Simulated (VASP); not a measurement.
These are AM05 GGA, VASP's PBE PAW potentials (set 64) (plane waves; VASP) values and carry that method's errors.

A VASP calculation is set up with these files.

### INCAR
```
ALGO=Normal
EDIFF=1E-7
ENCUT=520
GGA=AM
ISIF=2
ISMEAR=0
LASPH=.TRUE.
LCHARG=.FALSE.
LMAXMIX=4
LREAL=.FALSE.
LWAVE=.FALSE.
NELM=100
PREC=Accurate
SIGMA=0.05
SYSTEM=SrTe
```

File POSCAR:
```
SrTe
1
    0.0000000000     3.2902178526     3.2902178526
    3.2902178526     0.0000000000     3.2902178526
    3.2902178526     3.2902178526     0.0000000000
Sr Te
1 1
Direct
  1.0000000000   1.0000000000   1.0000000000
  0.5000000000   0.5000000000   0.5000000000
```

**KPOINTS**
```
Automatic mesh
0
Gamma
7 7 7
0 0 0
```

POTCAR, in this order: Sr_sv Te (PBE.64 set). Program: vasp_std.

Problem. What will the output report for the number of irreducible k-points (NKPTS), largest plane-wave count, number of space-group operations, FFT grid (NGX, NGY, NGZ)?

Solution. 
number of irreducible k-points (NKPTS): 20
largest plane-wave count: 1940
number of space-group operations: 48
FFT grid (NGX, NGY, NGZ): 36 × 36 × 36

The compound is SrTe in the rock salt structure. This cell is one point of a volume scan, at 0.97 of the reference volume.
